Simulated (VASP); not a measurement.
All values below come from revPBE GGA, VASP's PBE PAW potentials (set 64) (plane waves; VASP).

Input for VASP

**KPOINTS**
```
Automatic mesh
0
Gamma
7 7 7
0 0 0
```

File POSCAR:
```
Sb
1
    4.1360456785    -2.2225524711     0.0181009435
    4.1360456785     2.2225524711     0.0181009435
    2.9257374336     0.0000000000     3.6724650511
Sb
2
Direct
  0.2316489141   0.2316489141   0.2316489141
  0.7683510859   0.7683510859   0.7683510859
```

INCAR:
```
SYSTEM=Sb
PREC=Accurate; ENCUT=520; LREAL=.FALSE.
LASPH=.TRUE.
EDIFF=1E-7; NELM=100; ALGO=Normal
LMAXMIX=4
ISMEAR=0; SIGMA=0.05
GGA=RE
IBRION=2; NSW=30; ISIF=4
EDIFFG=-0.01
LWAVE=.FALSE.; LCHARG=.FALSE.
```

POTCAR, in this order: Sb (PBE.64 set). Program: vasp_std.

The run wrote:

### OSZICAR
```
       N       E                     dE             d eps       ncg     rms          rms(c)
DAV:   1     0.377526713276E+02    0.37753E+02   -0.36595E+03   792   0.866E+02
DAV:   2    -0.609850000977E+01   -0.43851E+02   -0.43036E+02  1181   0.119E+02
DAV:   3    -0.764532708154E+01   -0.15468E+01   -0.15373E+01   941   0.285E+01
DAV:   4    -0.765753854226E+01   -0.12211E-01   -0.12210E-01   942   0.302E+00
DAV:   5    -0.765766706908E+01   -0.12853E-03   -0.12853E-03   914   0.306E-01    0.268E+00
DAV:   6    -0.766290301050E+01   -0.52359E-02   -0.26059E-03   851   0.483E-01    0.161E+00
DAV:   7    -0.766606927403E+01   -0.31663E-02   -0.70316E-03   801   0.767E-01    0.106E-01
DAV:   8    -0.766630559501E+01   -0.23632E-03   -0.28137E-04   912   0.129E-01    0.245E-02
DAV:   9    -0.766636951587E+01   -0.63921E-04   -0.98105E-05   801   0.724E-02    0.591E-03
DAV:  10    -0.766637230298E+01   -0.27871E-05   -0.64416E-06  1006   0.174E-02    0.246E-03
DAV:  11    -0.766637279527E+01   -0.49229E-06   -0.16385E-06   802   0.975E-03    0.243E-03
DAV:  12    -0.766637334487E+01   -0.54960E-06   -0.15341E-07   843   0.276E-03    0.341E-04
DAV:  13    -0.766637331281E+01    0.32057E-07   -0.16150E-08   401   0.965E-04
   1 F= -.76663733E+01 E0= -.76663719E+01  d E =-.766637E+01
       N       E                     dE             d eps       ncg     rms          rms(c)
DAV:   1    -0.766791860749E+01   -0.15453E-02   -0.38257E-02   809   0.118E+00    0.490E-02
DAV:   2    -0.766801094260E+01   -0.92335E-04   -0.97060E-04   865   0.258E-01    0.202E-02
DAV:   3    -0.766801025181E+01    0.69079E-06   -0.17026E-05   929   0.333E-02    0.921E-03
DAV:   4    -0.766801199269E+01   -0.17409E-05   -0.38957E-06   846   0.134E-02    0.282E-03
DAV:   5    -0.766801218181E+01   -0.18911E-06   -0.21776E-07   738   0.354E-03    0.814E-04
DAV:   6    -0.766801218986E+01   -0.80566E-08   -0.30154E-08   400   0.130E-03
   2 F= -.76680122E+01 E0= -.76680098E+01  d E =-.163888E-02
       N       E                     dE             d eps       ncg     rms          rms(c)
DAV:   1    -0.766883632223E+01   -0.82414E-03   -0.61751E-02   809   0.150E+00    0.639E-02
DAV:   2    -0.766898433709E+01   -0.14801E-03   -0.15766E-03   864   0.328E-01    0.256E-02
DAV:   3    -0.766898203163E+01    0.23055E-05   -0.27757E-05   930   0.424E-02    0.118E-02
DAV:   4    -0.766898425831E+01   -0.22267E-05   -0.66944E-06   855   0.174E-02    0.365E-03
DAV:   5    -0.766898453378E+01   -0.27547E-06   -0.36180E-07   805   0.458E-03    0.109E-03
DAV:   6    -0.766898454930E+01   -0.15521E-07   -0.49426E-08   412   0.159E-03
   3 F= -.76689845E+01 E0= -.76689800E+01  d E =-.261124E-02
       N       E                     dE             d eps       ncg     rms          rms(c)
DAV:   1    -0.766901610003E+01   -0.31566E-04   -0.35439E-03   809   0.360E-01    0.151E-02
DAV:   2    -0.766902541874E+01   -0.93187E-05   -0.90456E-05   865   0.785E-02    0.615E-03
DAV:   3    -0.766902585165E+01   -0.43290E-06   -0.16555E-06   929   0.102E-02    0.281E-03
DAV:   4    -0.766902638223E+01   -0.53058E-06   -0.38672E-07   830   0.417E-03    0.900E-04
DAV:   5    -0.766902643335E+01   -0.51120E-07   -0.21254E-08   397   0.113E-03
   4 F= -.76690264E+01 E0= -.76690211E+01  d E =-.265312E-02
       N       E                     dE             d eps       ncg     rms          rms(c)
DAV:   1    -0.766934035313E+01   -0.31397E-03   -0.10714E-02   809   0.594E-01    0.428E-02
DAV:   2    -0.766930672163E+01    0.33632E-04   -0.31445E-04   807   0.133E-01    0.253E-02
DAV:   3    -0.766928883411E+01    0.17888E-04   -0.10821E-04   966   0.612E-02    0.530E-03
DAV:   4    -0.766928962256E+01   -0.78845E-06   -0.83041E-06   825   0.224E-02    0.342E-03
DAV:   5    -0.766928990410E+01   -0.28154E-06   -0.84259E-07   880   0.682E-03    0.971E-04
DAV:   6    -0.766928995656E+01   -0.52460E-07   -0.48120E-08   402   0.167E-03
   5 F= -.76692900E+01 E0= -.76692790E+01  d E =-.263523E-03
       N       E                     dE             d eps       ncg     rms          rms(c)
DAV:   1    -0.766943085406E+01   -0.14095E-03   -0.94414E-03   809   0.558E-01    0.402E-02
DAV:   2    -0.766940055586E+01    0.30298E-04   -0.27840E-04   805   0.125E-01    0.237E-02
DAV:   3    -0.766938459331E+01    0.15963E-04   -0.96422E-05   974   0.577E-02    0.500E-03
DAV:   4    -0.766938528547E+01   -0.69216E-06   -0.73282E-06   810   0.211E-02    0.320E-03
DAV:   5    -0.766938554017E+01   -0.25470E-06   -0.75370E-07   873   0.646E-03    0.909E-04
DAV:   6    -0.766938558745E+01   -0.47281E-07   -0.42700E-08   402   0.157E-03
   6 F= -.76693856E+01 E0= -.76693651E+01  d E =-.359154E-03
```

File OUTCAR:
```
------------------------ aborting loop because EDIFF is reached ----------------------------------------
  FORCE on cell =-STRESS in cart. coord.  units (eV):
  Direction    XX          YY          ZZ          XY          YZ          ZX
  --------------------------------------------------------------------------------------
  Total       -0.3253543     -0.3325048     -0.3317206      0.0000000      0.0000000      0.0023683
  in kB       -7.7474532     -7.9177241     -7.8990484      0.0000000      0.0000000      0.0563944
  external PRESSURE =      -7.8547419 kB  Pullay stress =       0.0000000 kB
  volume of cell :       67.28
      direct lattice vectors                 reciprocal lattice vectors
     4.171648974 -2.211435835  0.036653684     0.120713623 -0.226097449 -0.097530720
     4.171648974  2.211435835  0.036653684     0.120713623  0.226097449 -0.097530720
     2.967394424  0.000000000  3.672739536    -0.002409427  0.000000000  0.274223018
 POSITION                                       TOTAL-FORCE (eV/Angst)
 -----------------------------------------------------------------------------------
      2.60359      0.00000      0.86229         0.002277      0.000000      0.000754
      8.70711      0.00000      2.88375        -0.002277     -0.000000     -0.000754
 -----------------------------------------------------------------------------------
    total drift:                               -0.000000     -0.000000     -0.000000
  FREE ENERGIE OF THE ION-ELECTRON SYSTEM (eV)
  ---------------------------------------------------
  free  energy   TOTEN  =        -7.6693855875 eV

  energy  without entropy=       -7.6693446300  energy(sigma->0) =       -7.66936511

 reached required accuracy - stopping structural energy minimisation
```
(Selected blocks of OUTCAR.)

CONTCAR:
```
Sb
   1.00000000000000
     4.1716489738761693   -2.2114358353032362    0.0366536840090984
     4.1716489738761693    2.2114358353032362    0.0366536840090984
     2.9673944244361699    0.0000000000000000    3.6727395360574970
  Sb
     2
Direct
     0.2301879661893544    0.2301879661893544    0.2301879662012422
     0.7698120338106456    0.7698120338106456    0.7698120337987578
```

The compound is Sb in the a7 structure. This cell is one point of a volume scan, at 1.03 of the reference volume. Symmetry was kept, so distortions that lower it aren't found.
